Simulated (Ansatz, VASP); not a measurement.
**Two plane-wave programs on Si4BN3**

```
CELL_PARAMETERS angstrom
4.37177 0.00000 0.00000
0.00000 4.37177 0.00000
0.00000 0.00000 4.37177
ATOMIC_POSITIONS crystal
Si 0.74264 0.25736 0.74264
Si 0.74264 0.74264 0.25736
Si 0.25736 0.25736 0.25736
Si 0.25736 0.74264 0.74264
B 0.00000 0.00000 0.00000
N 0.50000 0.50000 0.00000
N 0.50000 0.00000 0.50000
N 0.00000 0.50000 0.50000
```

Alike in both runs: functional PBE; k mesh 4 × 4 × 4; occupations gaussian, width 0.2 eV; no spin polarisation.

Ansatz relaxed the structure, and its values are those at the end. VASP's run is a single point on that final structure, the one shown.

|  | VASP | Ansatz |
| --- | --- | --- |
| version | VASP 6.6.1 | Ansatz 0.2.0 |
| potentials or method | VASP PAW PBE potentials, release 64 (Si, B, N) | scalar-relativistic, plane waves, PAW |
| plane-wave cutoff (eV) | 520 | 420 |
| valence electrons in the cell | 34 | 34 |

Ansatz gave:

```
gap on the k mesh at the Fermi level (eV) : none
pressure (GPa)                            : -0.5
rms of the force components (eV/Å)        : 0.027
```

Question: Estimate VASP's values.

Answer: gap on the k mesh at the Fermi level (eV): none; pressure (GPa): -0.6; rms of the force components (eV/Å): 0.027.

A gap of «none» marks a metal or a gap that the smearing closes.
